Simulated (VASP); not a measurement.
VASP ran on this input.

File POSCAR:
```
InAs
1
    0.0000000000     3.0906000000     3.0906000000
    3.0906000000     0.0000000000     3.0906000000
    3.0906000000     3.0906000000     0.0000000000
In As
1 1
Direct
  0.0000000000   0.0000000000   0.0000000000
  0.2500000000   0.2500000000   0.2500000000
```

**INCAR**
```
SYSTEM = InAs
PREC = Accurate
ENCUT = 520
EDIFF = 1E-6
NELM = 60
ALGO = Normal
LREAL = .FALSE.
LASPH = .TRUE.
ISMEAR = 0
SIGMA = 0.05
GGA = PE
LMAXMIX = 4
LWAVE = .FALSE.
LCHARG = .FALSE.
ISIF = 2
```

File KPOINTS:
```
Automatic mesh
0
Gamma
6 6 6
0 0 0
```

POTCAR, in this order: As In_d (PBE.64 set). Program: vasp_std.

Output of the run:

standard output:
```
 POSCAR found type information on POSCAR InAs
 POSCAR found :  2 types and       2 ions
 Reading from existing POTCAR
 Reading from existing POTCAR
 WARNING: type information on POSCAR and POTCAR are incompatible
 POTCAR overwrites the type information in POSCAR
 typ   1 type information:  In As
 WARNING: type information on POSCAR and POTCAR are incompatible
 POTCAR overwrites the type information in POSCAR
 typ   2 type information:  As In
 LDA part: xc-table for (Slater+PW92), standard interpolation
 POSCAR, INCAR and KPOINTS ok, starting setup
 WAVECAR not read
 entering main loop
       N       E                     dE             d eps       ncg     rms          rms(c)
DAV:   1     0.108123682296E+03    0.10812E+03   -0.89241E+03   416   0.154E+03
DAV:   2     0.536975449031E-01   -0.10807E+03   -0.10521E+03   426   0.323E+02
DAV:   3    -0.776407975481E+01   -0.78178E+01   -0.77667E+01   554   0.888E+01
DAV:   4    -0.795430945668E+01   -0.19023E+00   -0.19011E+00   441   0.158E+01
DAV:   5    -0.796189961828E+01   -0.75902E-02   -0.75898E-02   603   0.302E+00    0.426E+00
DAV:   6    -0.771996736595E+01    0.24193E+00   -0.44498E-01   625   0.118E+01    0.231E+00
DAV:   7    -0.770017743297E+01    0.19790E-01   -0.13092E-01   577   0.334E+00    0.664E-01
DAV:   8    -0.770141713240E+01   -0.12397E-02   -0.12791E-02   486   0.162E+00    0.210E-01
DAV:   9    -0.770213271204E+01   -0.71558E-03   -0.13516E-03   496   0.460E-01    0.125E-01
DAV:  10    -0.770226529268E+01   -0.13258E-03   -0.19832E-04   539   0.174E-01    0.835E-02
DAV:  11    -0.770230336167E+01   -0.38069E-04   -0.16701E-04   441   0.147E-01    0.712E-02
DAV:  12    -0.770230711212E+01   -0.37504E-05   -0.14588E-05   451   0.298E-02    0.167E-02
DAV:  13    -0.770230734852E+01   -0.23640E-06   -0.20444E-06   478   0.932E-03
   1 F= -.77023073E+01 E0= -.77021288E+01  d E =-.357089E-03
```

File OUTCAR:
```
------------------------ aborting loop because EDIFF is reached ----------------------------------------
  FORCE on cell =-STRESS in cart. coord.  units (eV):
  Direction    XX          YY          ZZ          XY          YZ          ZX
  --------------------------------------------------------------------------------------
  Total        0.0847646      0.0847646      0.0847646      0.0000000      0.0000000      0.0000000
  in kB        2.3002070      2.3002070      2.3002070      0.0000000      0.0000000      0.0000000
  external PRESSURE =       2.3002070 kB  Pullay stress =       0.0000000 kB
  volume of cell :       59.04
      direct lattice vectors                 reciprocal lattice vectors
     0.000000000  3.090600000  3.090600000    -0.161780884  0.161780884  0.161780884
     3.090600000  0.000000000  3.090600000     0.161780884 -0.161780884  0.161780884
     3.090600000  3.090600000  0.000000000     0.161780884  0.161780884 -0.161780884
  FREE ENERGIE OF THE ION-ELECTRON SYSTEM (eV)
  ---------------------------------------------------
  free  energy   TOTEN  =        -7.7023073485 eV

  energy  without entropy=       -7.7019502598  energy(sigma->0) =       -7.70212880
```
(Selected blocks of OUTCAR.)

Problem. From input and log, find the fault in this run and mend it.

Solution. The cause: POTCAR lists the elements in another order than POSCAR. The run ends without an error. Against the sound run, the pressure is nearly the same. To mend it, use POTCAR In_d As of the PBE.64 set.

The mended run (PBE GGA, plane waves, VASP's PBE PAW potentials (set 64)) converges, and its OSZICAR ends with
```
   1 F= -.77023074E+01 E0= -.77021288E+01  d E =-.357089E-03
```

The compound is InAs in the zinc blende structure. The cell was not relaxed at this level.
